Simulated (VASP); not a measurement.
Input:

```xyz
1
Lattice="0.0000 2.0177 2.0177 2.0177 0.0000 2.0177 2.0177 2.0177 0.0000" Properties=species:S:1:pos:R:3 pbc="T T T"
Al     0.0000     0.0000     0.0000
```

Level of theory: PBE GGA, VASP's PBE PAW potentials (set 64) (plane waves; VASP). Settings: 480 eV cut-off, 14×14×14 Γ-centred mesh, first-order Methfessel-Paxton smearing of 0.10 eV, potentials Al.

Energy and stress use the plane-wave basis of the starting cell.

Q: The ions, cell shape and volume at an external pressure of 10.0 GPa are relaxed. What does this cell relax into?

A: 
```xyz
1
Lattice="0.0000 1.9506 1.9506 1.9506 0.0000 1.9506 1.9506 1.9506 0.0000" Properties=species:S:1:pos:R:3 pbc="T T T"
Al     0.0000     0.0000     0.0000
```
Space group Fm-3m (225), at a tolerance of 0.03 Å.

Q: How do energy and volume change from the first to the last step?

A: The energy (σ→0) changes by +45.5 meV/atom and the volume by -9.7 %, in 3 ionic steps.

| step | E(σ→0) (eV) | max force (eV/Å) | pressure (GPa) | volume (Å³) |
|---|---|---|---|---|
| 1 | -3.7383 | 0.000 | 0.02 | 16.43 |
| 2 | -3.6329 | 0.000 | 16.73 | 14.11 |
| 3 | -3.6928 | 0.000 | 9.97 | 14.84 |

The compound is Al in the fcc structure. This run relaxes it under an external pressure of 10 GPa. Symmetry was kept, so distortions that lower it aren't found.
